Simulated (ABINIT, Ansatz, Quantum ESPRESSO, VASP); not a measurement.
## Br (Cmce, 4 atoms in the cell) computed with different codes at matched settings

Self-consistent single point.

```xyz
4
Lattice="2.2550 -3.3573 0.0000 2.2550 3.3573 0.0000 0.0000 0.0000 8.7784" Properties=species:S:1:pos:R:3 pbc="T T T"
Br     3.8831     0.0000     7.8040
Br     2.8819     0.0000     3.4148
Br     1.6281     0.0000     5.3636
Br     0.6269     0.0000     0.9744
```

Shared settings, as Ansatz (a program for electronic structure) writes them: kpoints.mp_grid.grid = 3 3 2; magnetization.spin_orbit = true; scf.occupations.method = fermi_dirac; scf.occupations.width = 0.0015 Ry. Potentials and cutoffs stand in the table.

| code | model | pressure (GPa) | largest force (eV/Å) | gap on the mesh (eV) | cutoff |
|---|---|---|---|---|---|
| VASP | PBE, spin-orbit coupling, VASP's PBE PAW potentials (set 64) | 1.35 | 0.585 | 1.681 | 300 eV |
| Quantum ESPRESSO | PBE, spin-orbit coupling, PseudoDojo fully relativistic norm-conserving (PBE) pseudopotentials | 1.36 | 0.596 | 1.648 | 50 Ry |
| ABINIT | PBE, spin-orbit coupling, norm-conserving pseudopotentials (PseudoDojo nc-fr-04 PBE standard) | 1.35 | 0.596 | 1.648 | 23 Ha |
| Ansatz | PBE with spin-orbit coupling, default PAW files | 1.33 | 0.571 | 1.680 | default |

Gaps are read on the mesh.

The spread over the programs that give each value: pressure within 0.03 GPa; largest force within 0.025 eV/Å; gap on the mesh within 0.033 eV.

Ansatz's pressure is given at a fixed set of plane waves, as the other plane-wave codes print theirs.

The shared mesh is coarse (it stands for a supercell whose shortest vector is 12 Å), so the values are not converged in it.

VASP's run is marked for a possible Pulay error in its stress at this cutoff; no cutoff test was made.

The starting cell has typed, rounded lattice constants, without a prior relaxation at this level. Its lattice was rescaled by a random factor within 2.5 % of one.

Left out of this page: FLEUR and SIESTA (not drawn, or without a comparable value).

Keys are those of Ansatz 0.2.
